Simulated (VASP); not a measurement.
OSZICAR of a VASP run on AlN (wurtzite):

### OSZICAR
```
       N       E                     dE             d eps       ncg     rms          rms(c)
DAV:   1     0.556902126955E+02    0.55690E+02   -0.76196E+03   864   0.119E+03
DAV:   2    -0.264303178464E+02   -0.82121E+02   -0.75684E+02  1248   0.223E+02
DAV:   3    -0.305966261944E+02   -0.41663E+01   -0.41452E+01  1128   0.552E+01
DAV:   4    -0.306330251575E+02   -0.36399E-01   -0.36389E-01   996   0.590E+00
DAV:   5    -0.306335482010E+02   -0.52304E-03   -0.52302E-03  1084   0.733E-01    0.122E+01
DAV:   6    -0.257534377156E+02    0.48801E+01   -0.17773E+01  1036   0.321E+01    0.413E+00
DAV:   7    -0.257665187447E+02   -0.13081E-01   -0.68205E-01   956   0.643E+00    0.285E+00
DAV:   8    -0.257509814114E+02    0.15537E-01   -0.92708E-02   992   0.319E+00    0.492E-01
DAV:   9    -0.257457328838E+02    0.52485E-02   -0.21501E-02  1088   0.109E+00    0.241E-01
DAV:  10    -0.257461844524E+02   -0.45157E-03   -0.21056E-03  1012   0.360E-01    0.138E-01
DAV:  11    -0.257461168655E+02    0.67587E-04   -0.16683E-04  1044   0.110E-01    0.343E-02
DAV:  12    -0.257461181526E+02   -0.12872E-05   -0.55878E-06   956   0.234E-02    0.574E-03
DAV:  13    -0.257461181207E+02    0.31960E-07   -0.40245E-06  1040   0.155E-02    0.331E-03
DAV:  14    -0.257461182718E+02   -0.15112E-06   -0.18989E-07   656   0.426E-03    0.739E-04
DAV:  15    -0.257461182871E+02   -0.15317E-07   -0.22969E-08   476   0.167E-03
   1 F= -.25746118E+02 E0= -.25746118E+02  d E =0.000000E+00
```

**Question.** Which electronic solver shows in the log?

**Answer.** It is blocked Davidson (ALGO = Normal, or the opening steps of other solvers). The INCAR had ALGO = Normal.

**Question.** Can the final energy be trusted as converged?

**Answer.** Self-consistency was reached. It stopped with EDIFF = 1E-7, NELM = 100 (rev-vdW-DF2, plane waves, VASP's PBE PAW potentials (set 64)).

The compound is AlN in the wurtzite structure. It was relaxed first.
